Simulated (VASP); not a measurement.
Here is the system:

```yaml
crystal:
  lattice:
    - [3.42087, 0.00000, 0.00000]
    - [-1.71043, 2.96256, 0.00000]
    - [0.00000, 0.00000, 13.30578]
  atoms:
    - { symbol: Ge, position: [0.33333, 0.66667, 0.25000] }
    - { symbol: Ge, position: [0.66667, 0.33333, 0.75000] }
    - { symbol: Br, position: [0.33333, 0.66667, 0.62750] }
    - { symbol: Br, position: [0.66667, 0.33333, 0.12750] }
    - { symbol: Br, position: [0.66667, 0.33333, 0.37250] }
    - { symbol: Br, position: [0.33333, 0.66667, 0.87250] }
```

These are PBE GGA, VASP's PBE PAW potentials (set 64) (plane waves; VASP) values and carry that method's errors. Settings: 300 eV cut-off, 5×5×1 Γ-centred mesh, Fermi-Dirac smearing of 0.10 eV, potentials Ge_d Br.

At this cut-off the stress carries a Pulay error, which pulls relaxed volumes low.

Question: Estimate the energy per atom (σ→0), pressure, largest force.

Answer: 
```json
{
  "energy per atom (σ→0)": "-2.531 eV/atom",
  "pressure": "23.43 GPa",
  "largest_force": "0.05734 Ha/bohr"
}
```

Total energies compare only between runs with the same potentials, cut-off and functional.

The structure was generated: GeBr2 was put into an ordered model structure, which need not be its known phase. The cell was not relaxed at this level. The k-mesh is coarse (spacing up to 0.47 per Å, 2π included), so the numbers may not be converged in it.
